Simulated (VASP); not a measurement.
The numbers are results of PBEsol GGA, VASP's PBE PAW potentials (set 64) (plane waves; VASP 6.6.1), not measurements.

Input for VASP

### INCAR
```
ISIF = 2
EDIFF = 1E-7   # SCF stop (eV)
ISMEAR = 0   # Gaussian
LMAXMIX = 6   # l cut-off of mixed one-centre charges
SIGMA = 0.05   # width (eV)
GGA = PS   # PBEsol
LWAVE = .FALSE.
SYSTEM = HfO2
LREAL = .FALSE.   # projection in real space or not
NELM = 100   # most electronic steps
LCHARG = .FALSE.
ENCUT = 520   # plane-wave cut-off (eV)
ALGO = Normal   # blocked Davidson
LASPH = .TRUE.
PREC = Accurate
```

File KPOINTS:
```
Regular mesh
0
G
  9 9 9
```

File POSCAR:
```
HfO2
1
    0.0000000000     2.4592616266     2.4592616266
    2.4592616266     0.0000000000     2.4592616266
    2.4592616266     2.4592616266     0.0000000000
Hf O
1 2
Direct
  0.0000000000   0.0000000000   0.0000000000
  0.2500000000   0.2500000000   0.2500000000
  0.7500000000   0.7500000000   0.7500000000
```

POTCAR, in this order: Hf_pv O (PBE.64 set). Program: vasp_std.

### Question
Predict the energy per atom (σ→0), pressure.

### Answer

| Quantity | Value |
|---|---|
| energy per atom (σ→0) | -10.509 eV/atom |
| pressure | 190.5 kbar |

OSZICAR:
```
...
DAV:   8    -0.315338606326E+02    0.26433E-01   -0.11107E-01  1337   0.369E+00    0.455E+00
DAV:   9    -0.315279821130E+02    0.58785E-02   -0.23411E-02  1267   0.139E+00    0.172E+00
DAV:  10    -0.315277939567E+02    0.18816E-03   -0.30846E-03  1407   0.454E-01    0.259E-01
DAV:  11    -0.315277780197E+02    0.15937E-04   -0.19927E-04  1253   0.124E-01    0.161E-01
DAV:  12    -0.315277781549E+02   -0.13524E-06   -0.17861E-05  1352   0.346E-02    0.135E-02
DAV:  13    -0.315277783713E+02   -0.21642E-06   -0.13991E-06  1344   0.973E-03    0.694E-03
DAV:  14    -0.315277783874E+02   -0.16080E-07   -0.43028E-08   840   0.208E-03
   1 F= -.31527778E+02 E0= -.31527778E+02  d E =-.554043E-11
```

The compound is HfO2 in the fluorite structure, the high-temperature cubic form, which is unstable at 0 K; the monoclinic form is the stable one. This cell is one point of a volume scan, at 0.94 of the reference volume.
